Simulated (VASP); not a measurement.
Consider the following.

```xyz
8
Lattice="4.3036 0.0000 0.0000 0.0000 4.3036 0.0000 0.0000 0.0000 4.3036" Properties=species:S:1:pos:R:3 pbc="T T T"
Fe     3.7019     2.7535     1.5501
Fe     1.5501     3.7019     2.7535
Fe     0.6017     0.6017     0.6017
Fe     2.7535     1.5501     3.7019
Si     0.6789     1.4729     2.8307
Si     2.8307     0.6789     1.4729
Si     3.6247     3.6247     3.6247
Si     1.4729     2.8307     0.6789
```

Level of theory: PBEsol GGA, VASP's PBE PAW potentials (set 64) (plane waves; VASP). Numerical set-up: 500 eV cut-off, 5×5×5 Γ-centred mesh, Gaussian smearing of 0.050 eV, potentials Fe Si.

Energy and stress use the plane-wave basis of the starting cell.

Q: The ions, cell shape and volume at an external pressure of 30.0 GPa are relaxed. Give the cell that the relaxation ends in.

A: 
```xyz
8
Lattice="4.2625 0.0000 0.0000 0.0000 4.2625 0.0000 0.0000 0.0000 4.2625" Properties=species:S:1:pos:R:3 pbc="T T T"
Fe     3.6629     2.7308     1.5317
Fe     1.5317     3.6629     2.7308
Fe     0.5995     0.5995     0.5995
Fe     2.7308     1.5317     3.6629
Si     0.6708     1.4604     2.8020
Si     2.8020     0.6708     1.4604
Si     3.5917     3.5917     3.5917
Si     1.4604     2.8020     0.6708
```
Space group P2_13 (198), at a tolerance of 0.03 Å.

Q: How do energy and volume change from the first to the last step?

A: The energy (σ→0) changes by +44.1 meV/atom and the volume by -2.8 %, in 7 ionic steps.

```csv
step,E(σ→0) (eV),max force (eV/Å),pressure (GPa),volume (Å³)
1,-63.4791,0.003,20.06,79.70
2,-61.8704,0.386,57.21,72.79
3,-63.1506,0.108,29.78,77.58
4,-63.1426,0.110,29.98,77.54
5,-63.1346,0.112,30.19,77.50
6,-63.1284,0.030,30.23,77.46
7,-63.1260,0.004,30.26,77.44
```

The compound is FeSi in the B20 structure. This run relaxes it under an external pressure of 30 GPa. Symmetry was kept, so distortions that lower it aren't found. The run is not spin-polarised, so no magnetic state was tried.
